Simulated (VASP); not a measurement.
Take KI (rock salt), against free atoms with fixed spin and no zero-point term, in VASP with PAW potentials, and its cohesive energy.

Task: One run gives 2.72 eV/atom. Which level is it?
A. PBE
B. PBEsol
C. LDA
D. RPBE

Result: B, PBEsol.  The others give 2.60 (PBE), 2.94 (LDA), 2.44 (RPBE).

Only levels that ran to the end are used. Left out are those held back, those with too coarse a band path, GW runs whose mesh misses a band edge, hybrids' fits of cells that aren't cubic and levels without matching references; a question may draw on a part of the rest.
